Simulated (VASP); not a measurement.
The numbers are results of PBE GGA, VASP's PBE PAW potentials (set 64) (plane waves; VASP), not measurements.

A VASP calculation is set up with these files.

**INCAR**
```
ALGO  =  Normal
EDIFF  =  1E-6
EDIFFG  =  -0.01
ENCUT  =  300
GGA  =  PE
IBRION  =  2
ISIF  =  3
ISMEAR  =  0
LASPH  =  .TRUE.
LCHARG  =  .FALSE.
LMAXMIX  =  6
LREAL  =  .FALSE.
LWAVE  =  .FALSE.
NELM  =  100
NSW  =  50
PREC  =  Accurate
SIGMA  =  0.136
SYSTEM  =  Al2Au
```

KPOINTS:
```
Automatic mesh
0
Gamma
10 10 10
0 0 0
```

**POSCAR**
```
Al2Au
1
    0.0000000000     3.0149450000     3.0149450000
    3.0149450000     0.0000000000     3.0149450000
    3.0149450000     3.0149450000     0.0000000000
Al Au
2 1
Direct
  0.2500000000   0.2500000000   0.2500000000
  0.7500000000   0.7500000000   0.7500000000
  0.0000000000   0.0000000000   0.0000000000
```

POTCAR, in this order: Al Au (PBE.64 set). Program: vasp_std.

### Question
What will the output report for the number of irreducible k-points (NKPTS), largest plane-wave count, number of space-group operations, FFT grid (NGX, NGY, NGZ)?

### Answer

The number of irreducible k-points (NKPTS) comes out as 47, the largest plane-wave count is 659 and the number of space-group operations is 48. The FFT grid (NGX, NGY, NGZ) comes out as 24 × 24 × 24.

The structure comes from a computed database's Al2Au entry; how it stands against other phases isn't given here. This run relaxes it. Symmetry was kept, so distortions that lower it aren't found. The run is one of a series of settings (EDIFFG = -0.01, IBRION = 2, ISIF = 3, NSW = 50 against the base run), some of them coarse on purpose. The electron count is odd and the run is not spin-polarised, which forces a metal.
